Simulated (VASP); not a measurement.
```
CELL_PARAMETERS angstrom
      4.44676     0.00000     0.00000
      0.00000     4.44676     0.00000
      0.00000     0.00000     2.92554
ATOMIC_POSITIONS crystal
  Cr 0.00000 0.00000 0.00000
  Cr 0.50000 0.50000 0.50000
  O  0.30365 0.30365 0.00000
  O  0.80365 0.19635 0.50000
  O  0.19635 0.80365 0.50000
  O  0.69635 0.69635 0.00000
```
Starting moments (μB, in the order of the record's atoms Cr Cr O O O O): 2.1 2.1 -0.1 -0.1 -0.1 -0.1.

Calculation: PBE GGA, VASP's PBE PAW potentials (set 64) (plane waves; VASP). Run with 520 eV cut-off, 8×8×12 Γ-centred mesh, tetrahedra with Blöchl corrections, potentials Cr_pv O.

Question: What does the run give for the cell moment, energy per atom (σ→0), band gap (on the k-mesh) with the smallest direct gap where there is one?

Answer: 
```
Quantity                                                    Result
------------------------  ----------------------------------------
band gap (on the k-mesh)  none (metal, semimetal or under 0.01 eV)
cell moment                                                4.00 μB
energy per atom (σ→0)                       -809.8 kJ/mol of atoms
```

Question: Give the moment on each site (PAW-sphere projection).

Answer: 
| site | moment (μB) |
|---|---|
| Cr1 | 2.11 |
| Cr2 | 2.11 |
| O3 | -0.08 |
| O4 | -0.08 |
| O5 | -0.08 |
| O6 | -0.08 |

The absolute energy has meaning only against runs of the same code, potentials and settings.

The compound is CrO2 in the rutile structure. It was relaxed first.
